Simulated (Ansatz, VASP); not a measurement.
# ZnSiCO: VASP beside Ansatz, part 2 of 3

Wanted: the spread between two codes on one cell, functional and k mesh. The cell is generated by rule, not measured, and may not be a known phase. The cell is taken from a series of runs on this material, whose earlier steps may have relaxed, scaled, displaced or heated it; both programs get it as it stands.

VASP 6.6.1 and Ansatz 0.2.0.

So far: Starting point; Ansatz: zone-centre phonons, PBEsol.

### 3. VASP: zone-centre phonons, PBEsol

Level of this step: PBEsol; plane waves and PAW (C, O, Si, Zn); invented cell (VASP).

The same cell, functional, mesh and smearing now go to VASP, with its own data sets.

Lines of VASP's logs that name or quote its potential files are left out, and so is its time.

File INCAR:

```
SYSTEM = ZnSiCO
PREC = Accurate
ENCUT = 600
EDIFF = 1E-08
NELM = 120
ISMEAR = 1
SIGMA = 0.2
LREAL = .FALSE.
ALGO = Normal
GGA = PS
NBANDS = 34
LORBIT = 11
LWAVE = .FALSE.
LCHARG = .FALSE.
ISIF = 2
IBRION = 8
LASPH = .TRUE.
GGA_COMPAT = .FALSE.
KPAR = 2
```

File POSCAR:

```
ZnSiCO
1.0
    3.1834761031      0.0000000000      0.0000000000
   -1.5917380516      2.7569711776      0.0000000000
    0.0000000000      0.0000000000     10.5192966978
C O Si Zn
2 2 2 2
Direct
    0.3333333333      0.6666666667      0.6847313817
    0.6666666667      0.3333333333      0.9244447230
    0.3333333333      0.6666666667      0.1941217203
    0.6666666667      0.3333333333      0.4575745324
    0.3333333333      0.6666666667      0.5107254654
    0.6666666667      0.3333333333      0.7505912883
    0.3333333333      0.6666666667      0.9902848721
    0.6666666667      0.3333333333      0.2375260168
```

File KPOINTS:

```
Automatic mesh
0
Gamma
12 12 4
0 0 0
```

The projector-augmented-wave data sets are C, O, Si and Zn (PBE family, release 64).

Command:

```bash
$ mpirun -np 2 vasp_std
```

Output:

```text
[banner, memory and clock lines left out]
running    2 mpi-ranks, on    1 nodes
 distrk:  each k-point on    1 cores,    2 groups
 distr:  one band on    1 cores,    1 groups

 POSCAR found type information on POSCAR C O SiZn
 POSCAR found :  4 types and       8 ions
|                                                                             |
|               ----> ADVICE to this user running VASP <----                  |
|                                                                             |
|     You enforced a specific xc type in the INCAR file but a different       |
|     [... a line on the potential file left out ...]
|     I HOPE YOU KNOW WHAT YOU ARE DOING!                                     |
|                                                                             |

 LDA part: xc-table for (Slater+PW92), standard interpolation
 POSCAR, INCAR and KPOINTS ok, starting setup
 FFT: planning ... GRIDC
 FFT: planning ... GRID_SOFT
 FFT: planning ... GRID
 WAVECAR not read
 entering main loop
       N       E                     dE             d eps       ncg     rms          rms(c)
DAV:   1     0.464793067759E+03    0.46479E+03   -0.26823E+04  4692   0.204E+03
DAV:   2     0.105639905808E+02   -0.45423E+03   -0.43069E+03  4880   0.456E+02
DAV:   3    -0.519598453751E+02   -0.62524E+02   -0.61262E+02  5548   0.161E+02
DAV:   4    -0.546091970896E+02   -0.26494E+01   -0.26346E+01  5820   0.337E+01
DAV:   5    -0.546591445883E+02   -0.49947E-01   -0.49884E-01  5800   0.488E+00    0.192E+01
DAV:   6    -0.481388065734E+02    0.65203E+01   -0.48150E+01  8226   0.687E+01    0.991E+00
DAV:   7    -0.473723286505E+02    0.76648E+00   -0.16066E+01  7010   0.373E+01    0.855E+00
DAV:   8    -0.471201775301E+02    0.25215E+00   -0.27982E+00  7320   0.249E+01    0.384E+00
DAV:   9    -0.471256253472E+02   -0.54478E-02   -0.84774E-01  6008   0.566E+00    0.149E+00
DAV:  10    -0.470906226554E+02    0.35003E-01   -0.34178E-01  7526   0.608E+00    0.480E-01
DAV:  11    -0.470865892681E+02    0.40334E-02   -0.45574E-02  6128   0.183E+00    0.187E-01
DAV:  12    -0.470864673333E+02    0.12193E-03   -0.37294E-03  6098   0.605E-01    0.112E-01
DAV:  13    -0.470865415502E+02   -0.74217E-04   -0.11644E-03  7054   0.224E-01    0.591E-02
DAV:  14    -0.470864939946E+02    0.47556E-04   -0.31302E-04  7752   0.243E-01    0.218E-02
DAV:  15    -0.470864929582E+02    0.10364E-05   -0.88178E-05  5638   0.553E-02    0.143E-02
DAV:  16    -0.470864910710E+02    0.18873E-05   -0.16751E-05  7320   0.443E-02    0.489E-03
DAV:  17    -0.470864908955E+02    0.17549E-06   -0.56810E-06  6826   0.270E-02    0.197E-03
DAV:  18    -0.470864909252E+02   -0.29660E-07   -0.98307E-07  5758   0.864E-03    0.131E-03
DAV:  19    -0.470864909042E+02    0.20951E-07   -0.10119E-07  6340   0.393E-03    0.633E-04
DAV:  20    -0.470864908938E+02    0.10424E-07   -0.27869E-08  3894   0.304E-03    0.176E-04
DAV:  21    -0.470864908958E+02   -0.19854E-08   -0.25416E-08  3906   0.114E-03
   1 F= -.47086491E+02 E0= -.47084227E+02  d E =-.679288E-02
 Linear response reoptimize wavefunctions to high precision
DAV:   1    -0.470864908972E+02   -0.14415E-08   -0.39481E-09  2856   0.895E-04
DAV:   2    -0.470864908972E+02   -0.12733E-10   -0.64484E-10  2678   0.171E-04
 Linear response DOF=          16
 Linear response progress:
  Degree of freedom:   1/ 16
       N       E                     dE             d eps       ncg     rms          rms(c)
RMM:   1    -0.124392647035E+00   -0.12439E+00    0.62445E-02 41716   0.125E+00
RMM:   2    -0.121083362952E+00    0.33093E-02   -0.52821E-03 34112   0.309E-01    0.173E-01
RMM:   3    -0.121267512712E+00   -0.18415E-03   -0.99991E-04 32502   0.116E-01    0.884E-02
RMM:   4    -0.122175292242E+00   -0.90778E-03   -0.74822E-04 33280   0.914E-02    0.171E-02
RMM:   5    -0.122094954286E+00    0.80338E-04   -0.17041E-05 35088   0.185E-02    0.286E-03
RMM:   6    -0.122124748576E+00   -0.29794E-04   -0.20970E-06 35997   0.466E-03    0.140E-03
RMM:   7    -0.122122894145E+00    0.18544E-05   -0.72963E-08 35893   0.136E-03    0.844E-04
RMM:   8    -0.122114372030E+00    0.85221E-05    0.33128E-07 34183   0.751E-04    0.191E-04
RMM:   9    -0.122116960698E+00   -0.25887E-05    0.17481E-07 33789   0.281E-04    0.581E-05
RMM:  10    -0.122116676417E+00    0.28428E-06    0.46406E-08 34498   0.108E-04    0.235E-05
RMM:  11    -0.122116477092E+00    0.19933E-06    0.26763E-08 36773   0.559E-05    0.901E-06
RMM:  12    -0.122116452014E+00    0.25078E-07    0.24063E-08 37015   0.352E-05    0.311E-06
RMM:  13    -0.122116445847E+00    0.61672E-08    0.21040E-08 35477   0.287E-05    0.679E-07
 first order change of Fermi-energy  -0.41992E-05
 force on displaced ion       1 direction 1 : -12.479   0.010  -0.000
 Linear response progress:
  Degree of freedom:   2/ 16
[...]
Linear response progress:
  Degree of freedom:  10/ 16
       N       E                     dE             d eps       ncg     rms          rms(c)
RMM:   1    -0.407305136889E-01   -0.40731E-01    0.27589E-02 13261   0.942E-01
RMM:   2    -0.353315715358E-01    0.53989E-02   -0.47970E-03  7996   0.379E-01    0.175E-01
RMM:   3    -0.353538609990E-01   -0.22289E-04   -0.13190E-03  8032   0.149E-01    0.146E-01
RMM:   4    -0.348009795781E-01    0.55288E-03   -0.30194E-04  7785   0.786E-02    0.731E-02
[...]
RMM:   7    -0.346167018284E-01    0.25149E-05   -0.13180E-06  8177   0.103E-02    0.312E-03
RMM:   8    -0.346163015841E-01    0.40024E-06    0.13472E-07  8353   0.292E-03    0.154E-03
RMM:   9    -0.346168861418E-01   -0.58456E-06    0.12083E-07  8408   0.122E-03    0.531E-04
RMM:  10    -0.346176843899E-01   -0.79825E-06    0.21198E-07  8348   0.510E-04    0.174E-04
RMM:  11    -0.346177710699E-01   -0.86680E-07    0.42940E-08  8363   0.188E-04    0.107E-04
RMM:  12    -0.346177153134E-01    0.55756E-07    0.12464E-07  8522   0.917E-05    0.323E-05
RMM:  13    -0.346177036821E-01    0.11631E-07    0.66761E-08  8006   0.427E-05    0.135E-05
RMM:  14    -0.346176996420E-01    0.40400E-08    0.10083E-09  8784   0.232E-05    0.505E-06
 first order change of Fermi-energy  -0.90925E+00
 force on displaced ion       6 direction 3 :   0.000  -0.000 -29.379
 Linear response progress:
  Degree of freedom:  13/ 16
       N       E                     dE             d eps       ncg     rms          rms(c)
RMM:   1    -0.208014442800E+00   -0.20801E+00    0.32302E-02 29046   0.156E+00
RMM:   2    -0.206183021787E+00    0.18314E-02   -0.36692E-03 29586   0.410E-01    0.170E-01
RMM:   3    -0.206116528741E+00    0.66493E-04   -0.26480E-04 34662   0.788E-02    0.101E-01
RMM:   4    -0.206063675326E+00    0.52853E-04   -0.50716E-05 34900   0.337E-02    0.464E-03
RMM:   5    -0.206064055274E+00   -0.37995E-06   -0.27097E-06 35940   0.634E-03    0.197E-03
RMM:   6    -0.206065542167E+00   -0.14869E-05   -0.46636E-07 36264   0.202E-03    0.821E-04
RMM:   7    -0.206065963394E+00   -0.42123E-06   -0.56296E-08 36028   0.677E-04    0.372E-04
RMM:   8    -0.206066850333E+00   -0.88694E-06    0.33158E-09 35840   0.368E-04    0.478E-05
RMM:   9    -0.206066797253E+00    0.53080E-07    0.93046E-09 36711   0.116E-04    0.195E-05
RMM:  10    -0.206066684156E+00    0.11310E-06   -0.58302E-10 35155   0.573E-05    0.102E-05
RMM:  11    -0.206066595945E+00    0.88211E-07   -0.23442E-09 36431   0.382E-05    0.185E-06
RMM:  12    -0.206066597621E+00   -0.16754E-08    0.47869E-09 34939   0.261E-05    0.972E-07
 first order change of Fermi-energy  -0.46353E-05
 force on displaced ion       7 direction 1 : -10.716   0.001  -0.000
 Linear response progress:
  Degree of freedom:  14/ 16
       N       E                     dE             d eps       ncg     rms          rms(c)
RMM:   1    -0.225555403962E+00   -0.22556E+00    0.36853E-02  7236   0.181E+00
RMM:   2    -0.222972216496E+00    0.25832E-02   -0.47665E-03  7053   0.436E-01    0.185E-01
RMM:   3    -0.223125713281E+00   -0.15350E-03   -0.17146E-03  7852   0.198E-01    0.173E-01
RMM:   4    -0.222310927795E+00    0.81479E-03   -0.47134E-04  8048   0.914E-02    0.849E-02
RMM:   5    -0.222168412331E+00    0.14252E-03   -0.12502E-04  7636   0.709E-02    0.330E-02
RMM:   6    -0.222130844390E+00    0.37568E-04   -0.51046E-05  8081   0.381E-02    0.747E-03
RMM:   7    -0.222159750836E+00   -0.28906E-04   -0.47964E-06  8413   0.982E-03    0.294E-03
RMM:   8    -0.222172856172E+00   -0.13105E-04   -0.18603E-07  8175   0.352E-03    0.115E-03
RMM:   9    -0.222174630249E+00   -0.17741E-05   -0.33384E-08  8568   0.144E-03    0.468E-04
RMM:  10    -0.222174468465E+00    0.16178E-06   -0.31836E-08  7979   0.553E-04    0.172E-04
RMM:  11    -0.222174382178E+00    0.86287E-07   -0.79177E-09  8465   0.218E-04    0.829E-05
RMM:  12    -0.222174189142E+00    0.19304E-06    0.65878E-09  8414   0.111E-04    0.210E-05
RMM:  13    -0.222174169155E+00    0.19988E-07    0.96903E-09  8668   0.545E-05    0.971E-06
RMM:  14    -0.222174178445E+00   -0.92907E-08    0.79823E-09  8668   0.362E-05    0.347E-06
 first order change of Fermi-energy   0.10085E+01
 force on displaced ion       7 direction 3 :   0.000  -0.000  -8.440
 Linear response progress:
  Degree of freedom:  15/ 16
       N       E                     dE             d eps       ncg     rms          rms(c)
RMM:   1    -0.210186435508E+00   -0.21019E+00    0.28977E-02 32285   0.197E+00
RMM:   2    -0.208629198074E+00    0.15572E-02   -0.49819E-03 29260   0.472E-01    0.242E-01
RMM:   3    -0.208434085861E+00    0.19511E-03   -0.31783E-04 33977   0.823E-02    0.145E-01
RMM:   4    -0.208042769622E+00    0.39132E-03   -0.23401E-05 34344   0.285E-02    0.344E-03
RMM:   5    -0.208032019431E+00    0.10750E-04   -0.10535E-06 35652   0.458E-03    0.147E-03
RMM:   6    -0.208025356226E+00    0.66632E-05   -0.12723E-07 35363   0.177E-03    0.318E-04
RMM:   7    -0.208023698996E+00    0.16572E-05   -0.20462E-08 35920   0.459E-04    0.173E-04
RMM:   8    -0.208023232671E+00    0.46632E-06    0.12647E-08 35492   0.193E-04    0.581E-05
RMM:   9    -0.208023353841E+00   -0.12117E-06    0.14688E-08 36057   0.765E-05    0.247E-05
RMM:  10    -0.208023344669E+00    0.91720E-08    0.14188E-08 35542   0.526E-05    0.472E-06
 first order change of Fermi-energy  -0.40161E-05
 force on displaced ion       8 direction 1 : -12.844   0.001   0.000
 Linear response progress:
  Degree of freedom:  16/ 16
       N       E                     dE             d eps       ncg     rms          rms(c)
RMM:   1    -0.225386127479E+00   -0.22539E+00    0.19917E-02  7625   0.189E+00
RMM:   2    -0.221870451398E+00    0.35157E-02   -0.55476E-03  6874   0.511E-01    0.165E-01
RMM:   3    -0.221520576204E+00    0.34988E-03   -0.47657E-04  8223   0.101E-01    0.103E-01
RMM:   4    -0.221183992483E+00    0.33658E-03   -0.10856E-04  8382   0.465E-02    0.789E-02
RMM:   5    -0.220976640537E+00    0.20735E-03   -0.73420E-05  8028   0.467E-02    0.163E-02
RMM:   6    -0.220932571411E+00    0.44069E-04   -0.93948E-06  8329   0.167E-02    0.467E-03
RMM:   7    -0.220931214032E+00    0.13574E-05   -0.13970E-06  8361   0.585E-03    0.196E-03
RMM:   8    -0.220926130975E+00    0.50831E-05   -0.21153E-07  8184   0.237E-03    0.754E-04
RMM:   9    -0.220924605388E+00    0.15256E-05   -0.19436E-07  8279   0.120E-03    0.244E-04
RMM:  10    -0.220924892626E+00   -0.28724E-06   -0.45007E-08  8253   0.422E-04    0.662E-05
RMM:  11    -0.220925109866E+00   -0.21724E-06   -0.48013E-08  8688   0.143E-04    0.260E-05
RMM:  12    -0.220925172803E+00   -0.62937E-07   -0.22372E-08  8700   0.658E-05    0.111E-05
RMM:  13    -0.220925232713E+00   -0.59909E-07   -0.98154E-09  8765   0.429E-05    0.391E-06
RMM:  14    -0.220925241183E+00   -0.84700E-08   -0.65578E-09  8455   0.328E-05    0.165E-06
 first order change of Fermi-energy  -0.77270E+00
 force on displaced ion       8 direction 3 :   0.000   0.000  -3.527
 Linear response finished
```

(Part 2 of 3 ends here.)

[Lines on the potential files, build, host, timing and source positions are cut from VASP's logs without a mark.]

[Logs are printed without paths, hosts, clocks, repeated set-up lines and the standing remarks that a program may print on its own settings, such as how far it seeks lower states.]

[Hosts, paths, dates, database ids (printed as entryN), source tags and the programs' standing remarks are cut or masked in the printed files.]
